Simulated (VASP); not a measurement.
Crystal: NdScO3.

```
CELL_PARAMETERS angstrom
5.77650 0.00000 0.00000
0.00000 8.00720 0.00000
0.00000 0.00000 5.58090
ATOMIC_POSITIONS crystal
Nd 0.94740 0.25000 0.01280
Nd 0.05260 0.75000 0.98720
Nd 0.55260 0.75000 0.51280
Nd 0.44740 0.25000 0.48720
Sc 0.50000 0.00000 0.00000
Sc 0.50000 0.50000 0.00000
Sc 0.00000 0.00000 0.50000
Sc 0.00000 0.50000 0.50000
O 0.54270 0.25000 0.89440
O 0.45730 0.75000 0.10560
O 0.95730 0.75000 0.39440
O 0.04270 0.25000 0.60560
O 0.30390 0.94270 0.69830
O 0.69610 0.44270 0.30170
O 0.19610 0.05730 0.19830
O 0.80390 0.55730 0.80170
O 0.69610 0.05730 0.30170
O 0.30390 0.55730 0.69830
O 0.80390 0.94270 0.80170
O 0.19610 0.44270 0.19830
```

- Program: VASP 6.6.1
- Task: relaxation of cell and atoms
- Functional: PBEsol
- Potentials or basis: VASP PAW PBE potentials, release 64 (Nd_3, Sc_sv, O), 4f in core
- Cutoff: 600 eV
- k mesh: 4 × 3 × 4
- Occupations: gaussian, width 0.05 eV
- Spin: no spin polarisation

At the start: pressure -1.8 GPa; volume 12.91 Å³/atom.

Problem. How do energy, volume and symmetry change on relaxing?

Solution. Over 16 steps the energy falls by 2.5 meV/atom and the volume is 12.77 Å³/atom (-1.0 %); space group Pnma (No. 62, to 0.05 Å).

Step by step:
| step | energy change (eV) | largest force (eV/Å) | pressure (GPa) | volume (Å³) |
| --- | --- | --- | --- | --- |
| 1 | 0.0000 | 0.1912 | -1.75 | 258.14 |
| 2 | -0.0209 | 0.1239 | 1.81 | 252.89 |
| 3 | -0.0284 | 0.1417 | 0.57 | 254.65 |
| 4 | -0.0409 | 0.0895 | 0.18 | 255.06 |
| 5 | -0.0427 | 0.0694 | -0.02 | 255.29 |
| 6 | -0.0464 | 0.0567 | -0.05 | 255.33 |
| 7 | -0.0479 | 0.0522 | -0.07 | 255.37 |
| 8 | -0.0496 | 0.0229 | 0.14 | 255.12 |
| 9 | -0.0497 | 0.0188 | 0.22 | 255.02 |
| 10 | -0.0498 | 0.0338 | -0.27 | 255.77 |
| 11 | -0.0502 | 0.0228 | -0.03 | 255.41 |
| 12 | -0.0504 | 0.0139 | -0.02 | 255.40 |
| 13 | -0.0504 | 0.0166 | -0.01 | 255.40 |
| 14 | -0.0506 | 0.0104 | 0.02 | 255.35 |
| 15 | -0.0507 | 0.0135 | 0.06 | 255.30 |
| 16 | -0.0507 | 0.0083 | -0.06 | 255.48 |

Final structure:
```cif
data_structure
_symmetry_space_group_name_H-M 'P 1'
_symmetry_Int_Tables_number 1
_cell_length_a 5.7753
_cell_length_b 7.9756
_cell_length_c 5.5465
_cell_angle_alpha 90.000
_cell_angle_beta 90.000
_cell_angle_gamma 90.000
_cell_volume 255.48
loop_
_atom_site_label
_atom_site_type_symbol
_atom_site_fract_x
_atom_site_fract_y
_atom_site_fract_z
_atom_site_occupancy
Nd1 Nd 0.94246 0.25000 0.01645 1
Nd2 Nd 0.05754 0.75000 0.98355 1
Nd3 Nd 0.55754 0.75000 0.51645 1
Nd4 Nd 0.44246 0.25000 0.48355 1
Sc1 Sc 0.50000 0.00000 0.00000 1
Sc2 Sc 0.50000 0.50000 0.00000 1
Sc3 Sc 0.00000 0.00000 0.50000 1
Sc4 Sc 0.00000 0.50000 0.50000 1
O1 O 0.54113 0.25000 0.88947 1
O2 O 0.45887 0.75000 0.11053 1
O3 O 0.95887 0.75000 0.38947 1
O4 O 0.04113 0.25000 0.61053 1
O5 O 0.30014 0.94144 0.69853 1
O6 O 0.69986 0.44144 0.30147 1
O7 O 0.19986 0.05856 0.19853 1
O8 O 0.80014 0.55856 0.80147 1
O9 O 0.69986 0.05856 0.30147 1
O10 O 0.30014 0.55856 0.69853 1
O11 O 0.80014 0.94144 0.80147 1
O12 O 0.19986 0.44144 0.19853 1
```

Caveat: the PAW data sets were made with another functional, which shifts forces and pressure a little.
